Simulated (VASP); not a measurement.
Consider the following.

```
KBr
1.0
    0.00000     3.35263     3.35263
    3.35263     0.00000     3.35263
    3.35263     3.35263     0.00000
K Br
1 1
Cartesian
  0.00000   0.00000   0.00000
  3.35263   3.35263   3.35263
```

Computed with PBE GGA, VASP's PBE PAW potentials (set 64) (plane waves; VASP). Run with 520 eV cut-off, Gaussian smearing of 0.050 eV, potentials K_sv Br.

### Question
What does the run give for the band gap (along the path) with the smallest direct gap where there is one?

### Answer

| Item | Result |
|---|---|
| band gap (along the path) | 4.31 eV |
| smallest direct gap (along the path) | 4.31 eV |

The absolute energy has meaning only against runs of the same code, potentials and settings.

The compound is KBr in the rock salt structure. It was relaxed first.
